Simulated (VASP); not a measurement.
# Nb3B5 (P-6m2) in VASP: a series of runs

The runs below take Nb3B5 through single point, with PBE.

Program: VASP 6.6.1. These are calculated values, not measurements. Logs are shortened: lines on timing, memory, paths and dates and some standing lists are left out, and cuts for length are marked.

## (1) Starting point

It takes space group P-6m2 (No. 187, hexagonal). The conventional cell has a = 3.120 Å, b = 3.120 Å, c = 9.636 Å, α = 90.00°, β = 90.00°, γ = 120.00°. Nb (site symmetry 3m) has 9 B at 2.36 to 2.45 Å as nearest neighbours. Nb (site symmetry -6m2) has 12 B at 2.44 to 2.48 Å as nearest neighbours. Around B (site symmetry -6m2) lie 6 Nb at 2.36 Å. B (site symmetry 3m) is surrounded by 3 B at 1.80 Å. B (site symmetry 3m) is surrounded by 3 B at 1.80 Å.

The cell was built by a generator and needn't be a form met in nature.

## (2) Single point, PBE

The input, INCAR:

```
SYSTEM = Nb3B5
  PREC = Normal
  ENCUT = 520
  EDIFF = 1E-5
  ISMEAR = 0
  SIGMA = 0.15
  LREAL = Auto
  LASPH = .True.
  NELM = 80
  ALGO = Fast
  ISIF = 2
  LWAVE = .False.
  LCHARG = .False.
  GGA = PE
```

The input, KPOINTS:

```
Automatic mesh
0
Gamma
  8 8 3
  0 0 0
```

The input, POSCAR:

```
Nb3B5
1.0
    3.1200100000      0.0000000000      0.0000000000
   -1.5600050000      2.7020080000      0.0000000000
    0.0000000000      0.0000000000      9.6364600000
Nb B
3 5
Direct
    0.0000000000      0.0000000000      0.1577890000
    0.0000000000      0.0000000000      0.8422110000
    0.0000000000      0.0000000000      0.5000000000
    0.3333330000      0.6666670000      0.0000000000
    0.3333330000      0.6666670000      0.3295140000
    0.6666670000      0.3333330000      0.3238440000
    0.3333330000      0.6666670000      0.6704860000
    0.6666670000      0.3333330000      0.6761560000
```

Potentials or basis: VASP PAW PBE potentials, release 64 (Nb_sv, B).

Started as:

```bash
> cat potpaw_PBE.64/Nb_sv/POTCAR potpaw_PBE.64/B/POTCAR > POTCAR
> mpirun -np 1 vasp_std > vasp.out
```

OUTCAR:

```text
SYSTEM = Nb3B5
   PREC = Normal
   ENCUT = 520
   EDIFF = 1E-5
   ISMEAR = 0
   LREAL = Auto
   LASPH = .True.
   NELM = 80
   ISIF = 2
   GGA = PE

 ion  position               nearest neighbor table
   1  0.000  0.000  0.158-   4 2.36   4 2.36   4 2.36   6 2.41   6 2.41   6 2.41   5 2.45   5 2.45
                             5 2.45   2 3.04
   2  0.000  0.000  0.842-   4 2.36   4 2.36   4 2.36   8 2.41   8 2.41   8 2.41   7 2.45   7 2.45
                             7 2.45   1 3.04
   3  0.000  0.000  0.500-   5 2.44   7 2.44   5 2.44   7 2.44   5 2.44   7 2.44   6 2.48   8 2.48
                             6 2.48   8 2.48   6 2.48   8 2.48
   4  0.333  0.667  0.000-   1 2.36   2 2.36   1 2.36   2 2.36   1 2.36   2 2.36
   5  0.333  0.667  0.330-   6 1.80   6 1.80   6 1.80   3 2.44   3 2.44   3 2.44   1 2.45   1 2.45
                             1 2.45
   6  0.667  0.333  0.324-   5 1.80   5 1.80   5 1.80   1 2.41   1 2.41   1 2.41   3 2.48   3 2.48
                             3 2.48
   7  0.333  0.667  0.670-   8 1.80   8 1.80   8 1.80   3 2.44   3 2.44   3 2.44   2 2.45   2 2.45
                             2 2.45
   8  0.667  0.333  0.676-   7 1.80   7 1.80   7 1.80   2 2.41   2 2.41   2 2.41   3 2.48   3 2.48
                             3 2.48

  LATTYP: Found a hexagonal cell.
 ALAT       =     3.1200100000
 C/A-ratio  =     3.0885990750

  Lattice vectors:

 A1 = (   3.1200100000,   0.0000000000,   0.0000000000)
 A2 = (  -1.5600050000,   2.7020080000,   0.0000000000)
 A3 = (   0.0000000000,   0.0000000000,   9.6364600000)

Analysis of symmetry for initial positions (statically):
=====================================================================
 Subroutine PRICEL returns:
 Original cell was already a primitive cell.

 Routine SETGRP: Setting up the symmetry group for a
 hexagonal supercell.

 Subroutine GETGRP returns: Found 12 space group operations
 (whereof 12 operations were pure point group operations)
 out of a pool of 24 trial point group operations.

The static configuration has the point symmetry D_3h.

Analysis of symmetry for dynamics (positions and initial velocities):
=====================================================================
 Subroutine PRICEL returns:
 Original cell was already a primitive cell.

 Routine SETGRP: Setting up the symmetry group for a
 hexagonal supercell.

 Subroutine GETGRP returns: Found 12 space group operations
[... 115 lines left out ...]
   NFREE  =      0    steps in history (QN), initial steepest desc. (CG)
   ISIF   =      2    stress and relaxation
   ISYM   =      2    0-nonsym 1-usesym 2-fastsym
   POTIM  = 0.5000    time-step for ionic-motion
   TEBEG  =    0.0;   TEEND  =   0.0 temperature during run
   PSTRESS=    0.0 pullay stress
   NELECT =      54.0000    total number of electrons
   NUPDOWN=      -1.0000    fix difference up-down
   EMIN   =  10.00;   EMAX   =-10.00  energy-range for DOS
   EFERMI =   0.00;   METHOD = LEGACY
   ISMEAR =     0;   SIGMA  =   0.15  broadening in eV -4-tet -1-fermi 0-gaus
   EFERMI_NEDOS =   21; number of points for ismear=-14 and -15
   IALGO  =     68    algorithm
   IMIX   =      4    mixing-type and parameters
     AMIX     =   0.40;   BMIX     =  1.00
     AMIX_MAG =   1.60;   BMIX_MAG =  1.00
  volume/ion in A,a.u.               =      10.15        68.53
  Fermi-wavevector in a.u.,A,eV,Ry     =   1.428738  2.699924 27.773481  2.041293
  Thomas-Fermi vector in A             =   2.548768
   LORBIT       =      0    0 simple, 1 ext, 2 COOP (PROOUT), +10 PAW based schemes
   GGA     = PE    functional components
   LHFCALC =     F    Hartree Fock is set to
   AEXX    =    0.0000 exact exchange contribution
   IVDW    =     0    specifies the selected vdW correction
   LEPSILON=     F    determine dielectric tensor
   LRPA    =     F    only Hartree local field effects (RPA)
 non-spin polarized calculation
 RMM-DIIS sequential band-by-band and
 Gauss-broadening in eV      SIGMA  =   0.15
  energy-cutoff  :      520.00
  volume of cell :       81.24
 maximum number of plane-waves:      2201
   NGX = 11   NGY = 11   NGZ = 35

 number of electron      54.0000007 magnetization

 Free energy of the ion-electron system (eV)
  ---------------------------------------------------
  ext. energy  EPLUGINS =         0.00000000
  ---------------------------------------------------
  free energy    TOTEN  =       -69.40468641 eV

  energy without entropy =      -69.38234282  energy(sigma->0) =      -69.39351462

 E-fermi :  11.0299     XC(G=0): -12.8071

 val. band max:       11.0116364039   @ k =   0.5000  -0.0000   0.0000
 cond. band min:      11.0330226543   @ k =   0.1250  -0.0000   0.3333
 fundamental gap:      0.0213862504
 Fermi energy:        11.0298877637

 k-point     1 :       0.0000    0.0000    0.0000
  band No.  band energies     occupation
      1     -44.4751      2.00000
      2     -43.6263      2.00000
      3     -43.5999      2.00000
      4     -20.7798      2.00000
      5     -20.2273      2.00000
      6     -20.2273      2.00000
[... 689 lines left out ...]
     31      14.1134      0.00000
     32      14.3909      0.00000

------------------------ aborting loop because EDIFF is reached ----------------------------------------

  FORCE on cell =-STRESS in cart. coord.  units (eV):
  Direction    XX          YY          ZZ          XY          YZ          ZX
  --------------------------------------------------------------------------------------
  -------------------------------------------------------------------------------------
  Total        0.2244701      0.2244701     -0.1956375      0.0000000      0.0000000      0.0000000
  in kB        4.4269941      4.4269944     -3.8583591      0.0000000      0.0000000      0.0000000
  external PRESSURE =       1.6652098 kB  Pullay stress =       0.0000000 kB

 VOLUME and BASIS-vectors are now :
 -----------------------------------------------------------------------------
  energy-cutoff  :      520.00
  volume of cell :       81.24
      direct lattice vectors                 reciprocal lattice vectors
     3.120010000  0.000000000  0.000000000     0.320511793  0.185047565  0.000000000
    -1.560005000  2.702008000  0.000000000     0.000000000  0.370095129  0.000000000
     0.000000000  0.000000000  9.636460000     0.000000000  0.000000000  0.103772547

 POSITION                                       TOTAL-FORCE (eV/Angst)
 -----------------------------------------------------------------------------------
      0.00000      0.00000      1.52053        -0.000000      0.000000      0.028876
      0.00000      0.00000      8.11593        -0.000000      0.000000     -0.028876
      0.00000      0.00000      4.81823        -0.000000      0.000000     -0.000000
     -0.00000      1.80134      0.00000        -0.000000      0.000000     -0.000000
     -0.00000      1.80134      3.17535         0.000000     -0.000000     -0.017327
      1.56001      0.90067      3.12071         0.000000      0.000000      0.004779
     -0.00000      1.80134      6.46111         0.000000     -0.000000      0.017327
      1.56001      0.90067      6.51575         0.000000     -0.000000     -0.004779
 -----------------------------------------------------------------------------------
    total drift:                                0.000080     -0.000046      0.000000

  FREE ENERGIE OF THE ION-ELECTRON SYSTEM (eV)
  ---------------------------------------------------
  free  energy   TOTEN  =       -69.4046864145 eV

  energy  without entropy=      -69.3823428156  energy(sigma->0) =      -69.39351462
```

stdout:

```text
POSCAR found type information on POSCAR NbB
 POSCAR found :  2 types and       8 ions
 scaLAPACK will be used
 -----------------------------------------------------------------------------
|                                                                             |
|                                                                             |
|     You have a (more or less) 'small supercell' and for smaller cells       |
|     it is recommended to use the reciprocal-space projection scheme!        |
|     The real-space optimization is not efficient for small cells and it     |
|     is also less accurate ...                                               |
|     Therefore, set LREAL=.FALSE. in the INCAR file.                         |
|                                                                             |
 -----------------------------------------------------------------------------

 LDA part: xc-table for (Slater+PW92), standard interpolation
 POSCAR, INCAR and KPOINTS ok, starting setup
 FFT: planning ... GRIDC
 FFT: planning ... GRID_SOFT
 FFT: planning ... GRID
 WAVECAR not read
 entering main loop
WARNING in EDDRMM: call to ZHEGV failed, returncode =   6  3     15
WARNING in EDDRMM: call to ZHEGV failed, returncode =   8  4     14
WARNING in EDDRMM: call to ZHEGV failed, returncode =   6  3     15
```

It took 65 s on 1 thread of AMD EPYC 7R13 (Zen 3), shared host; peak memory 0.13 GiB.

Results:

```yaml
Free_energy: -69.4047 eV
Pressure: 0.2 GPa
Largest_force: 0.029 eV/Å
Band_gap_on_the_k_mesh: none (metal or under the smearing width)
```

Forces on the atoms (eV/Å):
```
Nb   0.000  0.000  0.029
Nb   0.000  0.000 -0.029
Nb   0.000  0.000  0.000
B    0.000  0.000  0.000
B    0.000  0.000 -0.017
B    0.000  0.000  0.005
B    0.000  0.000  0.017
B    0.000  0.000 -0.005
```

Stress tensor (GPa, compression positive):
```
 0.44  0.00  0.00
 0.00  0.44  0.00
 0.00  0.00 -0.39
```

Levels at points of the mesh, in eV from the Fermi level:
```csv
k point,band 23,band 24,band 25,band 26,band 27,band 28,band 29,band 30,band 31,band 32
"(0.00, 0.00, 0.00)",-0.93,-0.93,-0.93,-0.74,-0.74,0.37,0.37,0.59,1.58,1.60
"(0.50, 0.00, 0.00)",-3.50,-2.94,-2.09,-0.07,-0.02,1.41,1.96,2.14,3.02,4.41
```

## (3) Single point, PBE

This run uses another cell than the first one, of the same volume but with other edges.

INCAR is that of step 2.

The input, KPOINTS:

```
Automatic mesh
0
Gamma
  5 5 7
  0 0 0
```

The input, POSCAR:

```
Nb3B5
1.0
    5.4058260000      0.0000000000      0.0000000000
   -2.7029130000      4.6815830000      0.0000000000
    0.0000000000      0.0000000000      3.2134200000
Nb B
3 5
Direct
    0.0000000000      0.6753220000      0.0000000000
    0.3246780000      0.3246780000      0.0000000000
    0.6753220000      0.0000000000      0.0000000000
    0.6666670000      0.3333330000      0.5000000000
    0.3333330000      0.6666670000      0.5000000000
    0.0000000000      0.3447180000      0.5000000000
    0.3447180000      0.0000000000      0.5000000000
    0.6552820000      0.6552820000      0.5000000000
```

Potentials or basis: VASP PAW PBE potentials, release 64 (Nb_sv, B).

Started as:

```bash
> cat potpaw_PBE.64/Nb_sv/POTCAR potpaw_PBE.64/B/POTCAR > POTCAR
> mpirun -np 1 vasp_std > vasp.out
```

Wall time 80 s (1 thread of AMD EPYC 7R13 (Zen 3), shared host); peak memory 0.13 GiB.

The run converged. Its results:

* Free energy: -69.8919 eV
* Pressure: 0.0 GPa
* Largest force: 0.078 eV/Å
* Band gap on the k mesh: none (metal or under the smearing width)

Forces in eV/Å, atoms in the order of the input:
```
Nb  -0.039  0.068  0.000
Nb  -0.039 -0.068  0.000
Nb   0.078  0.000  0.000
B    0.000  0.000  0.000
B    0.000  0.000  0.000
B    0.011 -0.019  0.000
B   -0.022  0.000  0.000
B    0.011  0.019  0.000
```

Stress tensor (GPa, compression positive):
```
 0.10  0.00  0.00
 0.00  0.10  0.00
 0.00  0.00 -0.31
```

Levels at points of the mesh, in eV from the Fermi level:
| k point | band 24 | band 25 | band 26 | band 27 | band 28 | band 29 | band 30 | band 31 |
| --- | --- | --- | --- | --- | --- | --- | --- | --- |
| (0.00, 0.00, 0.00) | -2.35 | -2.28 | -2.28 | 1.22 | 1.25 | 1.25 | 1.29 | 1.33 |
